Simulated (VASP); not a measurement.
Given:

```
CELL_PARAMETERS angstrom
      4.86647     0.00000     0.00000
      0.00000     4.86647     0.00000
      0.00000     0.00000     4.86647
ATOMIC_POSITIONS crystal
  Cs 0.00000 0.00000 0.00000
  I  0.50000 0.50000 0.50000
```

All values below come from RPBE GGA, VASP's PBE PAW potentials (set 64) (plane waves; VASP). Numerical set-up: 520 eV cut-off, 6×6×6 Γ-centred mesh, Gaussian smearing of 0.050 eV, potentials Cs_sv I.

**Question.** The job: CsI (CsCl type), 2 atoms, RPBE, static run, 520 eV, 6×6×6 Γ-centred mesh. Roughly how much core time does it take on a busy server core?

**Answer.** About 40 core-seconds (one run on a shared machine, a rough figure). It had 20 irreducible k-points, 12 bands, up to 3136 plane waves and 15 electronic steps.

The compound is CsI in the CsCl type structure. It was relaxed first, which changed the volume by +21 %.
